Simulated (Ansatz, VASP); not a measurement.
## ZnH18SO13 in two plane-wave programs

Wanted: the spread between two codes on one cell, functional and k mesh. The cell is taken from a series of runs on this material, whose earlier steps may have relaxed, scaled, displaced or heated it; both programs get it as it stands.

Program: Ansatz 0.2.0. Level of theory: plane waves, with VASP 6.6.1 beside it; single point at LDA. Results are calculated unless marked as measured.

## (1) The structure

The cell holds 165 atoms: 65 O, 5 S, 90 H and 5 Zn. Its edges and angles: a = 11.008 Å, b = 11.008 Å, c = 11.008 Å, α = 90.0°, β = 90.0°, γ = 90.0°.

## (2) VASP: single point, LDA

With cell and atoms fixed, the geometry can't cause a difference; cores, projectors, grids and the points listed under the comparison can.

Lines of VASP's logs that name or quote its potential files are left out, and so is its time.

Contents of INCAR:

```
SYSTEM = ZnH18SO13
PREC = Accurate
ENCUT = 600
EDIFF = 1E-06
NELM = 120
ISMEAR = 0
SIGMA = 0.05
LREAL = Auto
ALGO = Normal
GGA = PW92
NBANDS = 400
LORBIT = 11
LWAVE = .FALSE.
LCHARG = .FALSE.
ISIF = 2
LASPH = .TRUE.
GGA_COMPAT = .FALSE.
EFERMI = MIDGAP
```

Contents of POSCAR:

```
ZnH18SO13
1.0
   11.0080300000      0.0000000000      0.0000000000
    0.0000000000     11.0080300000      0.0000000000
    0.0000000000      0.0000000000     11.0080300000
O S H Zn
65 5 90 5
Direct
    0.5148400000      0.0376200000      0.7960100000
    0.4240200000      0.9525200000      0.6184100000
    0.3094200000      0.9830700000      0.7949000000
    0.4616600000      0.8357900000      0.7948900000
    0.7704000000      0.1857400000      0.1228700000
    0.9497700000      0.0647400000      0.1242200000
    0.9286300000      0.2478400000      0.2490800000
    0.9489000000      0.2656000000      0.0411500000
    0.3998100000      0.5932700000      0.1452100000
    0.2515400000      0.5039600000      0.0365400000
    0.1949500000      0.5681100000      0.2306100000
    0.3294600000      0.4054400000      0.2037800000
    0.0646500000      0.3378000000      0.5278400000
    0.2297600000      0.2661400000      0.6218400000
    0.0756700000      0.3129600000      0.7466400000
    0.1796000000      0.4766600000      0.6477500000
    0.4794000000      0.7999200000      0.2608800000
    0.5590900000      0.6972000000      0.4325800000
    0.6750800000      0.8556300000      0.3355100000
    0.6199200000      0.6748100000      0.2317700000
    0.4390500000      0.2165000000      0.1431000000
    0.9453100000      0.5878400000      0.5523800000
    0.4280000000      0.8210000000      0.0250100000
    0.9564100000      0.6479700000      0.7951300000
    0.1286700000      0.0584900000      0.6401500000
    0.4097600000      0.1620000000      0.5260200000
    0.7089800000      0.5229300000      0.5056600000
    0.2768100000      0.5957500000      0.4551000000
    0.7905100000      0.4637200000      0.0774800000
    0.8628900000      0.7175900000      0.0220800000
[... 129 atom lines left out ...]
    0.4890600000      0.6955000000      0.5544600000
    0.2967200000      0.5782900000      0.6414000000
    0.6111900000      0.1903000000      0.1214900000
    0.0208100000      0.2925100000      0.8980700000
    0.5077300000      0.7061300000      0.1242800000
    0.0101100000      0.2948200000      0.3784000000
```

Contents of KPOINTS:

```
Automatic mesh
0
Gamma
1 1 1
0 0 0
```

Potentials, in the order of the species: O, S, H and Zn (LDA family, release 64).

Run with:

```console
export OMP_NUM_THREADS=3
mpirun -np 1 vasp_gam
```

Numbers of over 12 decimals in the logs are rounded to 6 here.

The program printed:

```text
[banner, memory and clock lines left out]
running    1 mpi-ranks, on    1 nodes
[...]
Offloading initialized ...    1 GPUs detected
[...]
|                                                                             |
|               ----> ADVICE to this user running VASP <----                  |
|                                                                             |
|     You enforced a specific xc type in the INCAR file but a different       |
|     [... a line on the potential file left out ...]
|     I HOPE YOU KNOW WHAT YOU ARE DOING!                                     |
|                                                                             |

 LDA part: xc-table for (Slater(with rela. corr.)+PW92), standard interpolation
 POSCAR, INCAR and KPOINTS ok, starting setup
[...]
entering main loop
       N       E                     dE             d eps       ncg     rms          rms(c)
DAV:   1     0.777537789328E+04    0.77754E+04   -0.32454E+05   800   0.169E+03
DAV:   2     0.869410641171E+02   -0.76884E+04   -0.71348E+04   912   0.453E+02
DAV:   3    -0.937865357410E+03   -0.10248E+04   -0.10054E+04   912   0.191E+02
DAV:   4    -0.984786487364E+03   -0.46921E+02   -0.46543E+02   968   0.445E+01
[...]
DAV:  18    -0.888066232037E+03    0.68370E-05   -0.74886E-05  1224   0.449E-02    0.133E-02
DAV:  19    -0.888066233228E+03   -0.11914E-05   -0.40695E-05  1016   0.169E-02    0.748E-03
DAV:  20    -0.888066232838E+03    0.39022E-06   -0.59516E-06  1056   0.117E-02
   1 F= -.88806623E+03 E0= -.88806623E+03  d E =0.000000E+00
```

Parts of OUTCAR (step 2):

```text
  FREE ENERGIE OF THE ION-ELECTRON SYSTEM (eV)
  ---------------------------------------------------
  free  energy   TOTEN  =      -888.0662328381 eV

  energy  without entropy=     -888.0662328381  energy(sigma->0) =     -888.06623284
```

The run ends at a pressure of 6.40 GPa, with forces up to 8.3 eV/Å.

## (3) Ansatz: single point, LDA

Ansatz runs on its default PAW (the set named soft_2) files.

The same cell, functional (in two slightly different forms), mesh and smearing now go to Ansatz, which takes its cutoff from its data sets.

Contents of input.yaml:

```yaml
crystal:
  lattice:
    - [11.00803, 0.0, 0.0]
    - [0.0, 11.00803, 0.0]
    - [0.0, 0.0, 11.00803]
  atoms:
    - { symbol: O, position: [0.51484, 0.03762, 0.79601] }
    - { symbol: S, position: [0.4261, 0.95416, 0.74589] }
    - { symbol: O, position: [0.42402, 0.95252, 0.61841] }
    - { symbol: O, position: [0.30942, 0.98307, 0.7949] }
    - { symbol: O, position: [0.46166, 0.83579, 0.79489] }
    - { symbol: O, position: [0.7704, 0.18574, 0.12287] }
    - { symbol: S, position: [0.90124, 0.18963, 0.13759] }
    - { symbol: O, position: [0.94977, 0.06474, 0.12422] }
    - { symbol: O, position: [0.92863, 0.24784, 0.24908] }
    - { symbol: O, position: [0.9489, 0.2656, 0.04115] }
    - { symbol: O, position: [0.39981, 0.59327, 0.14521] }
    - { symbol: S, position: [0.2941, 0.51834, 0.15512] }
    - { symbol: O, position: [0.25154, 0.50396, 0.03654] }
    - { symbol: O, position: [0.19495, 0.56811, 0.23061] }
    - { symbol: O, position: [0.32946, 0.40544, 0.20378] }
    - { symbol: O, position: [0.06465, 0.3378, 0.52784] }
    - { symbol: S, position: [0.13604, 0.34989, 0.63849] }
    - { symbol: O, position: [0.22976, 0.26614, 0.62184] }
    - { symbol: O, position: [0.07567, 0.31296, 0.74664] }
    - { symbol: O, position: [0.1796, 0.47666, 0.64775] }
    - { symbol: O, position: [0.4794, 0.79992, 0.26088] }
    - { symbol: S, position: [0.58772, 0.75902, 0.32154] }
    - { symbol: O, position: [0.55909, 0.6972, 0.43258] }
    - { symbol: O, position: [0.67508, 0.85563, 0.33551] }
    - { symbol: O, position: [0.61992, 0.67481, 0.23177] }
    - { symbol: O, position: [0.43905, 0.2165, 0.1431] }
    - { symbol: H, position: [0.37567, 0.15753, 0.11556] }
    - { symbol: H, position: [0.39989, 0.29609, 0.16268] }
    - { symbol: O, position: [0.94531, 0.58784, 0.55238] }
    - { symbol: H, position: [0.98292, 0.50656, 0.53716] }
[... 129 atom lines left out ...]
    - { symbol: H, position: [0.48906, 0.6955, 0.55446] }
    - { symbol: Zn, position: [0.29672, 0.57829, 0.6414] }
    - { symbol: Zn, position: [0.61119, 0.1903, 0.12149] }
    - { symbol: Zn, position: [0.02081, 0.29251, 0.89807] }
    - { symbol: Zn, position: [0.50773, 0.70613, 0.12428] }
    - { symbol: Zn, position: [0.01011, 0.29482, 0.3784] }
kpoints:
  mp_grid: { grid: [1, 1, 1] }
hamiltonian:
  xc: lda
scf:
  occupations: { method: gaussian, width: 0.05 }
output:
  forces: true
  stress: true
  populations: true
  dos:
    method: { smearing: { sigma: 0.1 } }
    de: 0.1
    projected: { site_lists: { H: [H], O: [O], S: [S], Zn: [Zn] } }
  eigenvalues: true
  write_density: true
  write_potential: true
  volumetric_format: npy
```

Run with:

```console
ansatz run input.yaml --threads 8 --pin off --max-ram 15872MiB --backend cpu --events-out ev --progress --plain --runs-dir out
```

The program printed:

```text
Engine: ansatz 0.2.0, aarch64-unknown-linux-gnu
Pseudopotentials: kind: paw
Pseudopotential: O, paw, valence charge 6, recommended cutoff 420 eV (normal), O.paw.azcp
Pseudopotential: S, paw, valence charge 6, recommended cutoff 420 eV (normal), S.paw.azcp
Pseudopotential: H, paw, valence charge 1, recommended cutoff 420 eV (normal), H.paw.azcp
Pseudopotential: Zn, paw, valence charge 12, recommended cutoff 420 eV (normal), Zn.paw.azcp
Functional definition: SPW92
  exchange = slater_x
  correlation = pw_c
Crystal: 165 atoms, lattice volume = 1333.917 Å³
Basis set: ecut = 420 eV, 26001 PW (Γ)
Bands: 450, of which v1, the nominal top of the filled ones, is band 285 counted from 1 (284 counted from 0)
Symmetry: 1 space group operations
Space group: P1 (ITA 1), of the structure as read, at distance tolerance 1.1e-4 Å
k-points: 1
Non-local potential: O, projectors of the file, l = 0: 2, l = 1: 2, l = 2: 1
Non-local potential: S, projectors of the file, l = 0: 2, l = 1: 2, l = 2: 2
Non-local potential: H, projectors of the file, l = 0: 2, l = 1: 1
Non-local potential: Zn, projectors of the file, l = 0: 2, l = 1: 2, l = 2: 3, l = 3: 1
PAW form: soft (Blöchl's): semilocal exchange-correlation on the pseudo side does not see the compensation charge
PAW frozen core: O, regenerated for the run's functional, and the local potential with it (the file was generated under x = pbe(κ = 0.804, μ = 0.219515), c = pbe(β = 0.066725))
PAW frozen core: S, regenerated for the run's functional, and the local potential with it (the file was generated under x = pbe(κ = 0.804, μ = 0.219515), c = pbe(β = 0.066725))
PAW frozen core: Zn, regenerated for the run's functional, and the local potential with it (the file was generated under x = pbe(κ = 0.804, μ = 0.219515), c = pbe(β = 0.066725))
PAW one-centre angular grid: O, 110 points (default); XC on 64 Gauss nodes
PAW one-centre angular grid: S, 110 points (default); XC on 64 Gauss nodes
PAW one-centre angular grid: H, 110 points (default); XC on 64 Gauss nodes
PAW one-centre angular grid: Zn, 590 points (default); XC on 64 Gauss nodes
Initial density: superposition of atomic densities (neutral atoms: chi_scale 0, normalization atom), corrected by the library's trained network
Initial wavefunctions: pseudopotential atomic-orbital guess
Functional: x = slater, c = lda
SCF iter   1: F=—  HF=-58081.877363 eV  |F-HF|=—  |Δ(HF+E_count)|=         —  Δρ=1.05e-2  dr2=1.26e0  ethr=1.77e-3  ⟨swp⟩=5.0  Hψ=1933  notcnv=0  defer=152
preconditioner: auto → Resta (q_TF=auto, 2.368 Å⁻¹)  ε∞=2.8  [insulator: Δε(μ)=3.534 eV  Ē_g=17.902 eV  σ=0.050 eV  W_gap=1.00  n_scr=304 (ndim 8)  ℏωp=24.3 eV  f_vac=0.167  D(μ)=0.00/eV (n_scr^D=0)  ε∞_Penn≈2.8]
SCF iter   2: F=—  HF=-58081.475475 eV  |F-HF|=—  |Δ(HF+E_count)|=   4.02e-1  Δρ=4.30e-3  dr2=1.80e-1  ethr=2.22e-4  ⟨swp⟩=2.0  Hψ=798  notcnv=0  defer=158
SCF iter   3: F=—  HF=-58081.412966 eV  |F-HF|=—  |Δ(HF+E_count)|=   6.25e-2  Δρ=1.62e-3  dr2=3.71e-2  ethr=3.17e-5  ⟨swp⟩=2.0  Hψ=572  notcnv=0  defer=158
SCF iter   4: F=—  HF=-58081.401066 eV  |F-HF|=—  |Δ(HF+E_count)|=   1.19e-2  Δρ=4.92e-4  dr2=2.86e-3  ethr=6.50e-6  ⟨swp⟩=2.0  Hψ=573  notcnv=0  defer=158
SCF iter   5: F=—  HF=-58081.400459 eV  |F-HF|=—  |Δ(HF+E_count)|=   6.08e-4  Δρ=2.46e-4  dr2=7.16e-4  ethr=5.02e-7  ⟨swp⟩=3.0  Hψ=622  notcnv=0  defer=158
SCF iter   6: F=—  HF=-58081.400400 eV  |F-HF|=—  |Δ(HF+E_count)|=   5.89e-5  Δρ=1.04e-4  dr2=1.28e-4  ethr=1.26e-7  ⟨swp⟩=3.0  Hψ=568  notcnv=0  defer=158
SCF iter   7: F=—  HF=-58081.400400 eV  |F-HF|=—  |Δ(HF+E_count)|=   7.18e-7  Δρ=3.07e-5  dr2=1.26e-5  ethr=2.25e-8  ⟨swp⟩=2.0  Hψ=570  notcnv=0  defer=158
SCF iter   8: F=—  HF=-58081.398043 eV  |F-HF|=—  |Δ(HF+E_count)|=   2.36e-3  Δρ=1.36e-5  dr2=2.01e-6  ethr=2.21e-9  ⟨swp⟩=2.0  Hψ=668  notcnv=0  defer=158
SCF iter   9: F=—  HF=-58081.398043 eV  |F-HF|=—  |Δ(HF+E_count)|=   7.55e-7  Δρ=6.65e-6  dr2=4.33e-7  ethr=3.52e-10  ⟨swp⟩=3.0  Hψ=576  notcnv=0  defer=158
SCF iter  10: F=-58081.398043 eV  HF=-58081.398043 eV  |F-HF|=5.41e-9  |Δ(HF+E_count)|=   5.63e-8  Δρ=1.71e-6  dr2=3.71e-8  ethr=1.75e-11  ⟨swp⟩=21.0  Hψ=4544  notcnv=0
SCF 1 converged in 10 iterations: F = -58081.398043 eV  dr2 = 3.71e-8
  greatest PAW one-centre occupation: 0.994 electrons in one spin orbital (limit 2), on the Zn atom at site 164 (counted from 0), in its partial waves of l = 2
SCF converged after 10 iterations
Free energy (F): -58081.398043 eV
Harris-Foulkes:  -58081.398043 eV  (|F-HF|=5.41e-9)
Internal energy: -58081.398043 eV  (E = F + TS)
E sigma→0 (E₀):  -58081.398043 eV
Fermi energy:    3.058631 eV
--- Per-component energies (eV) ---
  E_band       = -3920.791986
  E_kinetic    = 13917.461027
  E_local      = -52205.030023  (includes V_loc(G=0)·N_el)
  E_nonlocal   = 6694.134239
  E_hartree    = 20015.268762
  E_xc         = -6630.568702
[...]
atom 161  Zn     2.83432342     0.52851553    -0.02959834
  atom 162  Zn    -2.64428269    -0.05234520     0.77609398
  atom 163  Zn     0.06397753     0.50027886     0.18016980
  atom 164  Zn    -0.72737680     1.04445992    -5.86273695
  atom 165  Zn    -0.37178859     1.01364061     1.00059649
  max |Σ_I F_I| component: 2.15e-4 eV/Å
--- Stress (GPa, compression-positive) ---
        7.342461      -0.418154       0.151338
       -0.418154       5.720327       0.762407
        0.151338       0.762407       7.772055
  P = ⅓ Tr σ = 6.9449 GPa (69.449 kbar)
--- Band table (eV) ---
  k-point 0: bands = [... 281 lower, 1.0395, 1.0852, 1.1491, 1.4122, 4.7050, 5.9754, 6.2449, 6.4035, ... 161 higher]
--- Löwdin populations: 165 sites ---
  site symbol       q [e]
     0      O      6.7132
     1      S      3.4364
     2      O      6.6969
     3      O      6.7289
     4      O      6.7218
     5      O      6.8643
     6      S      3.4485
     7      O      6.7500
     8      O      6.8317
     9      O      6.8366
    10      O      6.8859
    11      S      3.3800
    12      O      6.7293
    13      O      6.7284
    14      O      6.6974
    15      O      6.8456
    16      S      3.4155
    17      O      6.7548
    18      O      6.8397
    19      O      6.8563
    20      O      6.8401
    21      S      3.4357
    22      O      6.7290
    23      O      6.7071
[...]
157      O      6.7509
   158      H      0.6492
   159      H      0.6247
   160     Zn     10.4492
   161     Zn     10.4465
   162     Zn     10.4548
   163     Zn     10.4259
   164     Zn     10.4477
  spilling = 0.012281 (of n_electrons = 570.000000)
```

In the SCF lines HF is the Harris–Foulkes energy and dr2 the Hartree energy of the density residual, in eV; the loop may stop once dr2 is under the threshold and the program's other checks hold. Hψ counts applications of the Hamiltonian.

## (4) Comparison

Known differences besides the potentials themselves: the two LDA forms differ slightly; the cutoff is 420 eV in Ansatz and 600 eV in VASP (PREC = Accurate, projectors in real space); VASP's log shows a relativistic correction to its local exchange, Ansatz's none. Total energies have different zeros and are not compared.

Compared:

| quantity | Ansatz | VASP | difference |
| --- | --- | --- | --- |
| pressure (GPa) | 6.94 | 6.40 | +0.54 |
| gap on the k mesh (eV) | 3.293 | 3.200 | +0.093 |

Forces on 8 of the 165 atoms, those with the largest forces and the largest differences (eV/Å; atoms numbered as in POSCAR):

```csv
atom,"Ansatz x, y, z","VASP x, y, z"
O7,"-1.048, -0.780, -0.322","-1.229, -1.122, -0.967"
O10,"-2.258, -0.322, -4.777","-2.011, -0.250, -4.084"
O14,"5.717, -3.964, -0.224","5.172, -3.490, -0.122"
O16,"-3.664, -3.778, 0.483","-3.878, -4.229, 0.463"
O17,"-3.946, 4.383, 2.019","-3.558, 4.301, 2.374"
O20,"6.829, -5.349, -0.999","6.775, -4.862, -0.327"
S69,"-2.259, 4.334, -0.965","-2.134, 3.966, -0.888"
Zn164,"-0.727, 1.044, -5.863","-0.760, 1.037, -6.135"
```

The forces differ by 137 meV/Å r.m.s., which is 13.7 % of the r.m.s. force of 1.002 eV/Å (both taken over all components). A gap on the mesh is an upper bound, since the band edges may lie between its points.

## (5) What came out

```yaml
r_m_s_force_difference_single_point_lda: 14 % of the r.m.s. force
difference_in_gap_on_the_k_mesh_single_point_lda: 0.093 eV
difference_in_pressure_single_point_lda: 0.54 GPa
```

**Reading.** The r.m.s. force difference is 14 % of the r.m.s. force (single point, LDA), beyond the 3 % picked in this series as the mark of a large difference. By the marks of this series, far apart in the single point, LDA pair: the r.m.s. force difference, 14 % of the r.m.s. force and the difference in gap on the k mesh, 0.093 eV. What causes the difference of the single point, LDA pair stays open here. How closely two codes agree says nothing of how well the functional describes the real material.

[Lines on the potential files, build, host, timing and source positions are cut from VASP's logs without a mark.]

[Logs are printed without paths, hosts, clocks, repeated set-up lines and the standing remarks that a program may print on its own settings, such as how far it seeks lower states.]

[Hosts, paths, dates, database ids (printed as entryN), source tags and the programs' standing remarks are cut or masked in the printed files.]
